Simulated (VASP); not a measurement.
Computed with PBE GGA with D3 dispersion (Becke-Johnson damping), VASP's PBE PAW potentials (set 64) (plane waves; VASP).

A VASP calculation is set up with these files.

### POSCAR
```
In
1
   -1.6158629782     1.6158629782     2.4881908310
    1.6158629782    -1.6158629782     2.4881908310
    1.6158629782     1.6158629782    -2.4881908310
In
1
Direct
  0.0000000000   0.0000000000   0.0000000000
```

INCAR:
```
# general
SYSTEM   =  In
PREC     =  Accurate
ENCUT    =  520   # plane-wave cut-off (eV)
LREAL    =  .False.
LASPH    =  .True.   # aspherical one-centre terms

# electronic loop
EDIFF    =  1E-7
NELM     =  100   # most electronic steps
ALGO     =  Normal   # blocked Davidson
LMAXMIX  =  4   # l cut-off of mixed one-centre charges

# smearing
ISMEAR   =  -5

# functional
GGA      =  PE
IVDW     =  12   # D3, Becke-Johnson

# ions
ISIF     =  2

# output
LWAVE    =  .False.
LCHARG   =  .True.
LORBIT   =  11   # lm-projected
NEDOS    =  601
```

**KPOINTS**
```
Automatic mesh
0
Gamma
18 18 18
0 0 0
```

POTCAR, in this order: In_d (PBE.64 set). Program: vasp_std.

What VASP printed:

File OUTCAR:
```
 ion  position               nearest neighbor table
   1  0.000  0.000  0.000-
  LATTYP: Found a body centered tetragonal cell.
 ALAT       =     3.2317259564
 C/A-ratio  =     1.5398526141
 Subroutine PRICEL returns:
 Original cell was already a primitive cell.
 Subroutine GETGRP returns: Found 16 space group operations
The static configuration has the point symmetry D_4h.
The dynamic configuration has the point symmetry D_4h.
 Subroutine INISYM returns: Found 16 space group operations
 Subroutine IBZKPT returns following result:
 Found    480 irreducible k-points:

 Following reciprocal coordinates:
            Coordinates               Weight
  0.000000  0.000000  0.000000      1.000000
  0.055556  0.000000 -0.000000      8.000000
  0.111111  0.000000 -0.000000      8.000000
  0.166667  0.000000 -0.000000      8.000000
  0.222222  0.000000 -0.000000      8.000000
  0.277778  0.000000 -0.000000      8.000000
  0.333333  0.000000 -0.000000      8.000000
  0.388889  0.000000 -0.000000      8.000000
  0.444444  0.000000 -0.000000      8.000000
...
```

File OSZICAR:
```
       N       E                     dE             d eps       ncg     rms          rms(c)
DAV:   1     0.711841725591E+02    0.71184E+02   -0.65665E+03  9648   0.165E+03
DAV:   2     0.161843913894E+00   -0.71022E+02   -0.70146E+02  9746   0.291E+02
DAV:   3    -0.251557864988E+01   -0.26774E+01   -0.26686E+01 11118   0.647E+01
DAV:   4    -0.257480731936E+01   -0.59229E-01   -0.59236E-01 12044   0.980E+00
DAV:   5    -0.257749286239E+01   -0.26855E-02   -0.26862E-02 11794   0.171E+00    0.233E+00
DAV:   6    -0.255421212559E+01    0.23281E-01   -0.44816E-02 11110   0.471E+00    0.116E+00
DAV:   7    -0.254960063194E+01    0.46115E-02   -0.14293E-02 11296   0.248E+00    0.260E-01
DAV:   8    -0.254932010584E+01    0.28053E-03   -0.82921E-04 11794   0.574E-01    0.333E-02
DAV:   9    -0.254932510980E+01   -0.50040E-05   -0.14142E-05 13112   0.572E-02    0.140E-02
DAV:  10    -0.254932633792E+01   -0.12281E-05   -0.13921E-06 10528   0.153E-02    0.213E-03
DAV:  11    -0.254932641680E+01   -0.78882E-07   -0.54918E-08  6932   0.286E-03
   1 F= -.28898342E+01 E0= -.28898342E+01  d E =0.000000E+00
```

**OUTCAR**
```
------------------------ aborting loop because EDIFF is reached ----------------------------------------
 Edisp (eV)   -0.34051
  FORCE on cell =-STRESS in cart. coord.  units (eV):
  Direction    XX          YY          ZZ          XY          YZ          ZX
  --------------------------------------------------------------------------------------
  Total       0.04721     0.04721    -0.02143     0.00000    -0.00000     0.00000
  in kB       2.91060     2.91060    -1.32148     0.00000    -0.00000     0.00000
  external pressure =        1.50 kB  Pullay stress =        0.00 kB
  volume of cell :       25.99
      direct lattice vectors                 reciprocal lattice vectors
    -1.615862978  1.615862978  2.488190831     0.000000000  0.309432178  0.200949217
     1.615862978 -1.615862978  2.488190831     0.309432178  0.000000000  0.200949217
     1.615862978  1.615862978 -2.488190831     0.309432178  0.309432178  0.000000000
 POSITION                                       TOTAL-FORCE (eV/Angst)
 -----------------------------------------------------------------------------------
      0.00000      0.00000      0.00000        -0.000000     -0.000000     -0.000000
 -----------------------------------------------------------------------------------
    total drift:                                0.000000      0.000000      0.000000
  FREE ENERGIE OF THE ION-ELECTRON SYSTEM (eV)
  ---------------------------------------------------
  free  energy   TOTEN  =        -2.8898341913 eV

  energy  without entropy=       -2.8898341913  energy(sigma->0) =       -2.88983419

 total charge

# of ion       s       p       d       tot
------------------------------------------
    1        1.000   0.497   9.850  11.347
```
(Selected blocks of OUTCAR.)

For a metal the tetrahedron method with Blöchl corrections gives inexact stress and forces.

The compound is In in the bct structure. It was relaxed first.
